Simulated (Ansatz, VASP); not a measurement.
**Two plane-wave programs on TiGaSb**

```
Ti Ga Sb
1.0
     4.89461    0.00000    0.00000
    -2.44731    4.23886    0.00000
     0.00000    0.00000    2.99749
Ti Ga Sb
1 1 1
Cartesian
  2.4473 1.4130 1.4987
  0.0000 0.0000 0.0000
  0.0000 2.8259 1.4987
```

Change from the starting cell: species swapped into the CeCuGe type (P-6m2, No. 187).

Alike in both runs: functional PBE; k mesh 6 × 6 × 6; occupations gaussian, width 0.1 eV; no spin polarisation.

Ansatz relaxed the structure, and its values are those at the end. VASP's run is a single point on that final structure, the one shown.

```csv
,VASP,Ansatz
version,VASP 6.6.1,Ansatz 0.2.0
potentials or method,"VASP PAW PBE potentials, release 64 (Ti_sv, Ga_d, Sb)","scalar-relativistic, plane waves, PAW"
plane-wave cutoff (eV),520,420
valence electrons in the cell,30,40
```

```tsv
	VASP	Ansatz	Ansatz less VASP
gap on the k mesh at the Fermi level (eV)	none	none	-
pressure (GPa)	0.1	0.1	+0.01
```

A gap of «none» marks a metal or a gap that the smearing closes. The two sets of potentials don't hold the same shells in valence.

The runs have no spin-orbit coupling, so splittings on Sb are missing.
